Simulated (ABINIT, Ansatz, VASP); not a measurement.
## One structure in several programs: Si (Fd-3m, 2 atoms in the cell)

Self-consistent single point, at a second geometry (lattice scaled by 0.98). First geometry:

```
Si
1.0
    0.00000     2.71550     2.71550
    2.71550     0.00000     2.71550
    2.71550     2.71550     0.00000
Si
2
Direct
  0.00000   0.00000   0.00000
  0.25000   0.25000   0.25000
```

Shared settings, as Ansatz (a quantum-chemistry and plane-wave program) writes them: kpoints.mp_grid.grid = 7 7 7; scf.occupations.method = fermi_dirac; scf.occupations.width = 0.01 eV. Potentials and cutoffs stand in the table.

```
code                                      model  ΔF from the first geometry (meV/atom)  pressure (GPa)  gap on the mesh (eV)   cutoff
------  ---------------------------------------  -------------------------------------  --------------  --------------------  -------
ABINIT              PBE, PAW (JTH v2.0 PBE PAW)                                   37.4            8.61                 0.466    20 Ha
Ansatz                   PBE, default PAW files                                   38.3            8.71                 0.452  default
VASP    PBE, VASP's PBE PAW potentials (set 64)                                   38.2            8.53                 0.456   300 eV
```

Gaps are read on the mesh.

The spread over the programs that give each value: ΔF from the first geometry within 0.9 meV/atom; pressure within 0.18 GPa; gap on the mesh within 0.014 eV.

Ansatz's pressure is given at a fixed set of plane waves, as the other plane-wave codes print theirs.

VASP's run is marked for a possible Pulay error in its stress at this cutoff; no cutoff test was made.

The starting cell has typed, rounded lattice constants, without a prior relaxation at this level. For this run, on top of that: lattice scaled by 0.98.

Left out of this page: Quantum ESPRESSO, GPAW, CP2K, PySCF, Elk, FLEUR and SIESTA (not drawn, or without a comparable value).

Keys are those of Ansatz 0.2.
